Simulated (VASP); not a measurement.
An input for Ansatz (written as the equivalent of a VASP run, and not itself run):

Ansatz 0.2 input:
```yaml
crystal:
  lattice:
    - [1.2203741, -2.2018231, 0.0000000]
    - [1.2203741, 2.2018231, 0.0000000]
    - [0.0000000, 0.0000000, 4.0368189]
  atoms:
    - { symbol: B, position: [0.6666670, 0.3333330, 0.5002486] }
    - { symbol: B, position: [0.3333330, 0.6666670, 0.0002486] }
    - { symbol: N, position: [0.6666670, 0.3333330, 0.8747514] }
    - { symbol: N, position: [0.3333330, 0.6666670, 0.3747514] }
kpoints:
  mp_grid: { grid: [10, 10, 6] }
hamiltonian:
  xc: pbesol
  pseudopotentials: { kind: paw }
scf:
  occupations: { method: gaussian, width: 0.05 }
  max_iter: 100
output: { forces: true, stress: true, eigenvalues: true }
```

**Question.** Write the VASP files for the same calculation (PBEsol).

**Answer.** Several could match; the one computed here: 
### INCAR
```
LCHARG=.False.
SYSTEM=BN
ISMEAR=0   # Gaussian
PREC=Accurate
ENCUT=600   # plane-wave cut-off (eV)
ALGO=Normal   # blocked Davidson
LASPH=.True.
ISIF=2   # forces and stress, cell fixed
LREAL=.False.   # projection in real space or not
SIGMA=0.05
LWAVE=.False.
EDIFF=1E-7   # SCF stop (eV)
NELM=100   # most electronic steps
GGA=PS   # PBEsol
```

File KPOINTS:
```
Automatic
0
Gamma
  10 10 6
0 0 0
```

### POSCAR
```
BN
1
    1.2203741163    -2.2018231076     0.0000000000
    1.2203741163     2.2018231076     0.0000000000
    0.0000000000     0.0000000000     4.0368189426
B N
2 2
Direct
  0.6666670000   0.3333330000   0.5002486094
  0.3333330000   0.6666670000   0.0002486094
  0.6666670000   0.3333330000   0.8747513906
  0.3333330000   0.6666670000   0.3747513906
```

POTCAR, in this order: B N (PBE.64 set). Program: vasp_std.

The two are equivalent in intent, not identical: each code has its own PAW files, so the cut-off isn't converted (ENCUT is set for VASP's; basis.ecutwfc is left out, and Ansatz then takes the one that its files recommend); Ansatz stops its SCF on the density residual and VASP on the energy change (EDIFF).

The compound is BN in the wurtzite structure, a metastable high-pressure form. This cell was strained or had an atom moved on purpose.
